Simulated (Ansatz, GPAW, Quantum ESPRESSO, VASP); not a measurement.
## One structure in several programs: Tl₂Rh₃S₂ (R-3m, 7 atoms in the cell)

Self-consistent single point, at a second geometry (lattice scaled by 0.98). First geometry:

```
CELL_PARAMETERS angstrom
      2.84789     1.64423     4.69821
     -2.84789     1.64423     4.69821
      0.00000    -3.28845     4.69821
ATOMIC_POSITIONS crystal
  Tl 0.00000 0.00000 0.00000
  Tl 0.50000 0.50000 0.50000
  Rh 0.50000 0.00000 0.00000
  Rh 0.00000 0.50000 0.00000
  Rh 0.00000 0.00000 0.50000
  S  0.71972 0.71972 0.71972
  S  0.28028 0.28028 0.28028
```

Shared settings, as Ansatz (a first-principles code) writes them: kpoints.mp_grid.grid = 5 5 5; scf.occupations.method = fermi_dirac; scf.occupations.width = 0.1 eV. Potentials and cutoffs stand in the table.

| code | model | ΔF from the first geometry (meV/atom) | pressure (GPa) | largest force (eV/Å) | cutoff |
|---|---|---|---|---|---|
| GPAW | PBEsol, GPAW PAW datasets PBEsol (made by gpaw-setup) | 9.7 | 5.86 | 1.074 | 600 eV |
| Ansatz | PBEsol, PAW files made with PBE | 4.5 | 5.04 | 0.862 | 420 eV |
| Quantum ESPRESSO | PBEsol, GBRV 1.5 ultrasoft (PBESOL) pseudopotentials | 5.2 | 3.76 | 0.903 | 40 Ry |
| VASP | PBEsol, VASP's PBE PAW potentials (set 64) | 4.5 | 4.47 | 0.826 | 300 eV |

For Quantum ESPRESSO (by 1.4 GPa) and VASP (by 0.6 GPa) the energy change implies a higher mean pressure, against the two pressures, than for the other programs: a sign of finite-basis (Pulay) stress.

On Ansatz's run: spin-orbit coupling is off. Spin polarisation is off; with an odd number of electrons in the cell that forces a metal, and a magnetic state may lie lower.

The spread over the programs that give each value: ΔF from the first geometry within 5.2 meV/atom; pressure within 2.10 GPa; largest force within 0.248 eV/Å.

Ansatz's pressure is given at a fixed set of plane waves, as the other plane-wave codes print theirs; with its correction for the finite basis it is 5.10 GPa. In the pressure, GPAW (by 1.11) lies more than 1 GPa from the median of the plane-wave programs. In the force vectors, GPAW (by 0.191) lies more than 0.08 eV/Å from the median of the plane-wave programs.

VASP's run is marked for a possible Pulay error in its stress at this cutoff; no cutoff test was made.

The starting cell comes from a database of computed structures (which also holds hypothetical and non-ambient phases and stackings), without a prior relaxation at this level. For this run, on top of that: lattice scaled by 0.98.

Left out of this page: Elk, FLEUR and SIESTA (not drawn, or without a comparable value).

Keys are those of Ansatz 0.2.
